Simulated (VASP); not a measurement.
Calculation: LDA (Ceperley-Alder, Perdew-Zunger), VASP's LDA PAW potentials (set 64) (plane waves; VASP).

A VASP calculation is set up with these files.

### KPOINTS
```
Automatic mesh
0
Gamma
16 16 16
0 0 0
```

INCAR:
```
! general
SYSTEM =Cu
PREC   =Accurate
ENCUT  =520
LREAL  =.False.
LASPH  =.True.

! electronic loop
EDIFF  =1E-6
NELM   =100
ALGO   =Normal
LMAXMIX=4

! smearing
ISMEAR =1
SIGMA  =0.1

! ions
IBRION =2
NSW    =60
ISIF   =3
EDIFFG =-0.01

! output
LWAVE  =.False.
LCHARG =.False.
```

### POSCAR
```
Cu
1.0
  0.0000000000   1.7626931724   1.7626931724
  1.7626931724   0.0000000000   1.7626931724
  1.7626931724   1.7626931724   0.0000000000
Cu
1
Cartesian
  0.0000000000   0.0000000000   0.0000000000
```

POTCAR, in this order: Cu (LDA.64 set). Program: vasp_std.

Task: Predict the energy per atom (σ→0), band gap (on the k-mesh).

Result: 
```yaml
energy per atom (σ→0): -4.707 eV/atom
band gap (on the k-mesh): none (metal, semimetal or under 0.01 eV)
```

### OSZICAR
```
...
DAV:   6    -0.508637300948E+01    0.63495E+00   -0.17485E+01  2738   0.102E+02    0.376E+00
DAV:   7    -0.472487019558E+01    0.36150E+00   -0.26101E+00  2776   0.393E+01    0.622E-01
DAV:   8    -0.470916666567E+01    0.15704E-01   -0.62636E-03  2892   0.141E+00    0.302E-01
DAV:   9    -0.470741147677E+01    0.17552E-02   -0.94159E-03  2902   0.210E+00    0.161E-02
DAV:  10    -0.470742351618E+01   -0.12039E-04   -0.26387E-05  3210   0.874E-02    0.563E-03
DAV:  11    -0.470742535683E+01   -0.18407E-05   -0.74071E-07  1740   0.193E-02    0.481E-04
DAV:  12    -0.470742536510E+01   -0.82618E-08   -0.86281E-08  1404   0.383E-03
   1 F= -.47074254E+01 E0= -.47074404E+01  d E =-.470743E+01
```

The compound is Cu in the fcc structure. It was relaxed first, which changed the volume by -7 %. The start is the result of an earlier pass.
